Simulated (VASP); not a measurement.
**GW-BSE spectrum of Te**

Wanted: the lowest vertical excitons of Te and its absorption. The cell has space group P3_121. The start is a cell from a database of measured crystal structures.

Calculated with VASP 6.6.1; PBE; plane waves and PAW (Te_GW), in the first sound run; inputs show where later runs differ.

This is a report of a sequence of runs, with most program output left out.

## (1) Starting point

The structure is trigonal, space group P3_121 (No. 152). Conventional cell: a = 4.457 Å, b = 4.457 Å, c = 5.929 Å, α = 90.00°, β = 90.00°, γ = 120.00°. Nearest to Te lie 2 Te at 2.84 Å.

Coordinates:

```cif
data_structure
_symmetry_space_group_name_H-M 'P 1'
_symmetry_Int_Tables_number 1
_cell_length_a 4.4572
_cell_length_b 4.4572
_cell_length_c 5.9290
_cell_angle_alpha 90.000
_cell_angle_beta 90.000
_cell_angle_gamma 120.000
_cell_volume 102.01
loop_
_atom_site_label
_atom_site_type_symbol
_atom_site_fract_x
_atom_site_fract_y
_atom_site_fract_z
_atom_site_occupancy
Te1 Te 0.26330 0.00000 0.33333 1
Te2 Te 0.00000 0.26330 0.66667 1
Te3 Te 0.73670 0.73670 0.00000 1
```

## (2) Ground state

The orbitals come from a self-consistent PBE run with a tight EDIFF and a narrow smearing. KPOINTS_OPT adds the bands along a path, which shows whether the mesh holds the band edges.

Contents of INCAR:

```
SYSTEM = Te
PREC = Accurate
ENCUT = 300
EDIFF = 1E-08
NELM = 100
ISMEAR = 0
SIGMA = 0.01
LREAL = .FALSE.
ALGO = Normal
GGA = PE
NBANDS = 15
LORBIT = 11
LWAVE = .TRUE.
LCHARG = .FALSE.
KPAR = 8
```

Contents of POSCAR:

```
Te
1.0
    4.4572000000      0.0000000000      0.0000000000
   -2.2286000000      3.8600484297      0.0000000000
    0.0000000000      0.0000000000      5.9290000000
Te
3
Direct
    0.2633000000      0.0000000000      0.3333333333
    0.0000000000      0.2633000000      0.6666666667
    0.7367000000      0.7367000000      0.0000000000
```

Contents of KPOINTS:

```
Automatic mesh
0
Gamma
6 6 4
0 0 0
```

Contents of KPOINTS_OPT:

```
Line mode
12
Line-mode
Reciprocal
  0.00000000   0.00000000   0.00000000 GAMMA
  0.50000000   0.00000000   0.00000000 M

  0.50000000   0.00000000   0.00000000 M
  0.33333333   0.33333333   0.00000000 K

  0.33333333   0.33333333   0.00000000 K
  0.00000000   0.00000000   0.00000000 GAMMA

  0.00000000   0.00000000   0.00000000 GAMMA
  0.00000000   0.00000000   0.50000000 A

  0.00000000   0.00000000   0.50000000 A
  0.50000000   0.00000000   0.50000000 L

  0.50000000   0.00000000   0.50000000 L
  0.33333333   0.33333333   0.50000000 H

  0.33333333   0.33333333   0.50000000 H
  0.00000000   0.00000000   0.50000000 A

  0.50000000   0.00000000   0.50000000 L
  0.50000000   0.00000000   0.00000000 M

  0.33333333   0.33333333   0.00000000 K
  0.33333333   0.33333333   0.50000000 H
```

PAW data sets: Te_GW (PBE family, release 64).

Command:

```sh
> mpirun -np 8 vasp_std
```

Run time: 7 s. Hardware: 8 MPI ranks of Intel Xeon 6975P-C (Granite Rapids), shared host; peak memory 1.4 GiB.

Numbers from this step:

- free energy (TOTEN): -9.416 eV
- Fermi energy: 6.017 eV
- pressure: 1.893 GPa
- least gap on mesh and path: 0.1280 eV
- least direct gap on mesh and path: 0.1535 eV

The highest empty bands on the path are converged less tightly, to about 0.1 eV. The electronic bands at the labelled points (eV, zero at the valence-band top; v1 is the highest filled band, c1 the lowest empty one):

```csv
point,v4,v3,v2,v1,c1,c2,c3,c4
Γ,-2.82,-1.67,-1.67,-0.76,1.01,1.01,1.64,4.96
0.45 of the way,-3.31,-1.40,-1.06,-0.84,0.90,1.09,1.78,4.00
M,-3.55,-3.49,-1.14,-0.87,0.91,1.01,3.03,3.74
0.45 of the way,-3.43,-3.38,-1.85,-1.75,1.65,2.01,3.57,3.69
K,-3.08,-3.08,-2.90,-2.64,2.86,2.86,3.21,4.84
0.45 of the way,-3.09,-1.97,-1.56,-1.56,1.67,1.77,2.09,4.25
Γ,-2.82,-1.67,-1.67,-0.76,1.01,1.01,1.64,4.96
0.55 of the way,-2.53,-1.48,-1.46,-0.84,0.67,0.70,1.08,4.36
A,-2.68,-1.36,-1.07,-1.07,0.52,0.58,0.58,4.03
0.55 of the way,-3.23,-2.09,-1.91,-1.28,1.32,1.99,2.17,4.50
L,-3.68,-2.41,-2.07,-0.24,0.75,1.92,2.55,4.56
0.55 of the way,-4.49,-1.41,-1.19,-0.11,0.69,1.56,2.01,4.98
H,-5.00,-1.07,-0.03,-0.03,0.13,1.43,1.43,5.87
0.55 of the way,-3.60,-2.00,-1.74,-0.85,0.79,2.06,2.25,4.64
A,-2.68,-1.36,-1.07,-1.07,0.52,0.58,0.58,4.03
jump to L,-3.68,-2.41,-2.07,-0.24,0.75,1.92,2.55,4.56
0.45 of the way,-3.57,-1.99,-1.84,-1.43,1.24,2.00,2.51,3.91
M,-3.55,-3.49,-1.14,-0.87,0.91,1.01,3.03,3.74
jump to K,-3.08,-3.08,-2.90,-2.64,2.86,2.86,3.21,4.84
0.55 of the way,-4.26,-2.44,-1.38,-0.92,1.58,2.28,2.39,5.40
H,-5.00,-1.07,-0.03,-0.03,0.13,1.43,1.43,5.87
```

The cell has a gap of 0.128 eV on mesh and path. Spin-orbit coupling is left out, which can shift or reorder these edges. Forces of up to 0.30 eV/Å remain in these settings.

## (3) Empty bands

The next step needs empty bands that the ground-state run didn't converge, so the Hamiltonian is diagonalised exactly for NBANDS bands, in a single step. LOPTICS writes the k-derivatives of the orbitals (WAVEDER), which give the long-wavelength limit of the screening.

Contents of INCAR:

```
SYSTEM = Te
PREC = Accurate
ENCUT = 300
ISMEAR = 0
SIGMA = 0.01
LREAL = .FALSE.
GGA = PE
NBANDS = 232
ALGO = Exact
NELM = 1
LWAVE = .TRUE.
LCHARG = .FALSE.
LOPTICS = .TRUE.
NEDOS = 1000
CSHIFT = 0.1
```

POSCAR is that of step 2.

KPOINTS is that of step 2.

Command:

```sh
> mpirun -np 8 vasp_std
```

Run time: 14 s. Hardware: 8 MPI ranks; peak memory 1.8 GiB; 90 s of CPU time.

The gap is read on the k-mesh alone, so it is an upper bound where the band edges lie off the mesh.

Numbers from this step:

```
gap on the k-mesh              : 0.1535 eV
least direct gap on the k-mesh : 0.1535 eV
```

WAVECAR now holds 232 bands for 18 electrons. Its independent-particle dielectric tensor has xx, yy, zz = 437.6, 437.6, 53.0 on this mesh, which isn't tested for convergence in mesh or bands and lacks local fields. A value this large is set by the few k points at the smallest gap, and it enters the screening of any GW step.

## (4) G0W0

This step: G0W0 on PBE; plane waves and PAW (Te_GW) (VASP 6.6.1).

G0W0 keeps orbitals and screening fixed and shifts each of the lowest NBANDSGW levels once. LWAVE keeps the quasiparticle levels in WAVECAR, and the W files hold the screened interaction for the next step.

Contents of INCAR:

```
SYSTEM = Te
PREC = Accurate
ENCUT = 300
ISMEAR = 0
SIGMA = 0.01
LREAL = .FALSE.
GGA = PE
NBANDS = 232
ALGO = EVGW0
NELMGW = 1
ENCUTGW = 100
NOMEGA = 48
PRECFOCK = Fast
NBANDSGW = 24
LWAVE = .TRUE.
LCHARG = .FALSE.
```

POSCAR is that of step 3.

KPOINTS is that of step 3.

Command:

```sh
> mpirun -np 8 vasp_std
```

The job ended after 3.6 min (8 MPI ranks; peak memory 2.7 GiB).

This step gave:

| Quantity | Value |
| --- | --- |
| quasiparticle gap on the mesh | 0.4636 eV |
| smallest direct quasiparticle gap on the mesh | 0.4636 eV |
| gap of the starting orbitals on the mesh | 0.1535 eV |

GW takes the gap from 0.153 to 0.464 eV. The mesh misses a band edge: at the starting level the path gave a gap 0.03 eV smaller. Spin-orbit coupling is left out. The value holds for 232 bands, ENCUTGW = 100 eV and this mesh, and isn't shown to be converged in them. VASP warns that the automatic setting of its frequency mesh failed and advises more k points, so the value is in doubt.

## (5) BSE, Tamm-Dancoff

This step: BSE on G0W0 on PBE; plane waves and PAW (Te_GW) (VASP 6.6.1).

The Bethe-Salpeter equation adds the screened attraction of electron and hole to the quasiparticle pairs; ANTIRES = 0 leaves out the coupling to antiresonant pairs.

Contents of INCAR:

```
SYSTEM = Te
PREC = Accurate
ENCUT = 300
ISMEAR = 0
SIGMA = 0.01
LREAL = .FALSE.
GGA = PE
NBANDS = 232
ALGO = BSE
NBANDSO = 5
NBANDSV = 5
OMEGAMAX = 25
NEDOS = 1000
CSHIFT = 0.1
PRECFOCK = Fast
LWAVE = .FALSE.
LCHARG = .FALSE.
ENCUTGW = 100
ANTIRES = 0
```

POSCAR is that of step 4.

KPOINTS is that of step 4.

Command:

```sh
> mpirun -np 8 vasp_std
```

Elapsed: 14 s, on 8 MPI ranks; peak memory 3.3 GiB.

Numbers from this step:

| Quantity | Value |
| --- | --- |
| lowest excitation | 0.4435 eV |
| direct gap less the lowest excitation | 0.02010 eV |

The imaginary dielectric function has structure finer than the step of the table below, so its rows give means over 1 eV, whole bins alone (the curve runs from 0 to 25 eV). Peaks (eV: height): xx 0.4: 400, 1.9: 62.1; zz 1.3: 73.4, 1.6: 126.

From 5 filled and 5 empty bands alone, without any pair above OMEGAMAX = 25 eV, so strength is missing wherever others contribute; lines are broadened by CSHIFT, which also makes the tail under the first line. The imaginary dielectric function by photon energy; means over each step:

```csv
photon energy (eV),xx,zz
1,45.3,28.4
2,44.6,69.6
3,11.7,13.1
4,4.52,6.01
5,2.67,3.40
6,3.07,3.40
7,3.70,2.60
8,3.43,1.56
9,2.33,0.905
10,2.56,0.265
11,0.713,0.108
12,0.104,0.0375
13,0.0423,0.0244
14,0.0275,0.0183
15,0.0199,0.0142
16,0.0151,0.0113
```

Some of the lowest 40 states alone, with states under 2.5 meV apart joined, scaled to the strongest line shown. Lines of the exciton spectrum (strongest = 100):

```csv
position (eV),lines merged,oscillator strength
0.444,2,100
0.446,2,80
1.238,1,13
1.242,2,4.0
1.562,1,14
1.570,1,0.0
1.589,6,11
1.594,4,0.0
1.597,2,1.7
1.609,6,1.3
1.614,4,0.2
1.618,2,0.4
1.626,4,0.2
1.633,2,0.5
```

The lowest excitation lies at 0.444 eV, -20 meV against the direct gap of these orbitals. No second mesh in this session tests these energies, peaks and heights.

## (6) Without the electron-hole attraction

This step: BSE on G0W0 on PBE, without the electron-hole attraction; plane waves and PAW (Te_GW) (VASP 6.6.1).

LADDER = .FALSE. removes the attraction and keeps the local fields, which shows what the attraction does.

Edit INCAR of step 5 so:

```diff
@@ -19 +19,2 @@
 ANTIRES = 0
+LADDER = .FALSE.
```

POSCAR is that of step 5.

KPOINTS is that of step 5.

Command:

```sh
> mpirun -np 8 vasp_std
```

It took 11 s on 8 MPI ranks; peak memory 2.2 GiB.

Numbers from this step:

- lowest excitation: 0.4649 eV

The imaginary dielectric function has structure finer than the step of the table below, so its rows give means over 1 eV, whole bins alone (the curve runs from 0 to 25 eV). Peaks (eV: height): xx 0.5: 370; zz 1.3: 56.3, 1.6: 101, 2.3: 55.0.

From 5 filled and 5 empty bands alone, without any pair above OMEGAMAX = 25 eV, so strength is missing wherever others contribute; lines are broadened by CSHIFT, which also makes the tail under the first line. Imaginary dielectric function against photon energy; means over each step:

```csv
photon energy (eV),xx,zz
1,51.4,20.1
2,41.3,66.1
3,15.1,19.2
4,6.03,7.91
5,2.89,4.40
6,2.79,4.25
7,3.47,3.80
8,3.67,2.19
9,2.57,1.38
10,2.32,0.423
11,2.64,0.169
12,0.319,0.0489
13,0.0641,0.0299
14,0.0365,0.0219
15,0.0249,0.0169
16,0.0183,0.0134
17,0.0142,0.0108
18,0.0113,0.00891
```

The lowest excitation lies at 0.465 eV, +21 meV against the Tamm-Dancoff singlet. Peak heights aren't converged with the mesh, least of all at the onset.

## (7) Independent quasiparticles

This step: BSE on G0W0 on PBE, independent quasiparticles; plane waves and PAW (Te_GW) (VASP 6.6.1).

With LADDER and LHARTREE off the pairs don't interact at all, so the lowest line must equal the direct gap.

Edit INCAR of step 6 so:

```diff
@@ -20 +20,2 @@
 LADDER = .FALSE.
+LHARTREE = .FALSE.
```

POSCAR is that of step 6.

KPOINTS is that of step 6.

Command:

```sh
> mpirun -np 8 vasp_std
```

Run time: 7 s. Hardware: 8 MPI ranks; peak memory 2.2 GiB.

Numbers from this step:

- lowest excitation: 0.4636 eV

The imaginary dielectric function has structure finer than the step of the table below, so its rows give means over 1 eV, whole bins alone (the curve runs from 0 to 25 eV). Peaks (eV: height): xx 0.5: 364, 1.9: 59.9; zz 1.3: 61.1, 1.6: 112, 2.3: 60.8.

From 5 filled and 5 empty bands alone, without any pair above OMEGAMAX = 25 eV, so strength is missing wherever others contribute; lines are broadened by CSHIFT, which also makes the tail under the first line. The imaginary dielectric function by photon energy; means over each step:

```csv
photon energy (eV),xx,zz
1,51.4,22.0
2,44.9,70.5
3,14.2,17.4
4,5.32,7.34
5,3.07,3.70
6,3.59,3.62
7,4.58,2.58
8,3.04,1.50
9,1.09,0.761
10,0.367,0.225
11,0.122,0.0972
12,0.0441,0.0374
13,0.0277,0.0250
14,0.0204,0.0188
15,0.0157,0.0147
16,0.0124,0.0118
17,0.0100,0.00962
```

The lowest excitation lies at 0.464 eV, +20 meV against the Tamm-Dancoff singlet. Peak heights aren't converged with the mesh, least of all at the onset.

## (8) Summary

This step: BSE on G0W0 on PBE; plane waves and PAW (VASP 6.6.1).

This step runs nothing: it gathers the runs above.

Cost is wall time times ranks on a shared host, for this step alone, without the steps before it. Excitations by level:

```csv
level,first excitation (eV),cost (core minutes)
"BSE, Tamm-Dancoff",0.4435,1.87
without the electron-hole attraction,0.4649,1.52
independent quasiparticles,0.4636,0.93
```

## (9) What came out

| Item | Value |
| --- | --- |
| BSE, Tamm-Dancoff | lowest vertical excitation 0.444 eV; direct gap 0.464 eV |
| without the electron-hole attraction | lowest vertical excitation 0.465 eV; direct gap 0.464 eV |
| independent quasiparticles | lowest vertical excitation 0.464 eV; direct gap 0.464 eV |

What this shows: The Bethe-Salpeter equation puts the lowest vertical singlet excitation at 0.444 eV, 0.02 eV below the direct gap of 0.464 eV; the states within 10 meV of it carry 100 % of the strength of the strongest such group among the lowest 40 states. The attraction moves the centre of weight of eps2 xx over the computed range by -0.17 eV against the run without the attraction. The spectra were run on one mesh, so the distance from the gap isn't shown to be converged; coarse meshes tend to overstate it. Bands, response cutoff and mesh of the GW step weren't tested in this session. The orbitals give an independent-particle dielectric component as large as 438 on this mesh, where the few k points at the small direct gap weigh too much; the screening isn't converged. Only the bands set by NBANDSO and NBANDSV form pairs, and any pair above OMEGAMAX = 25 eV is dropped, so the spectrum is that of this window; the window can cut degenerate bands, and the ratio of directions in the curves is that of the window, not of the crystal. VASP warned in the GW step that its automatic frequency mesh may not suit quasiparticle energies. Spin-orbit coupling is left out; with Te in the cell it can split or shift band edges, by an amount that depends on which atoms form them and isn't tested here. The atoms weren't relaxed and carry forces of up to 0.30 eV/Å at PBE in the first static run, so the numbers belong to the given coordinates, and a relaxation would change them. Not tabulated here, as repeats of values shown or as unfit to read for their mesh, reference level or band range: eps2 curves (empty bands); eps1 curves and static values (BSE, empty bands, independent quasiparticles, without the electron-hole attraction); line lists of runs without attraction (independent quasiparticles, without the electron-hole attraction).

[Lines on the potential files, build, host, timing and source positions are cut from VASP's logs without a mark.]

[Logs are printed without paths, hosts, clocks, repeated set-up lines and the standing remarks that a program may print on its own settings, such as how far it seeks lower states.]

[Hosts, paths, dates, database ids (printed as entryN), source tags and the programs' standing remarks are cut or masked in the printed files.]

[Pressures printed for these runs are not shown converged in the cutoff: they can be off by several GPa and have the wrong sign.]
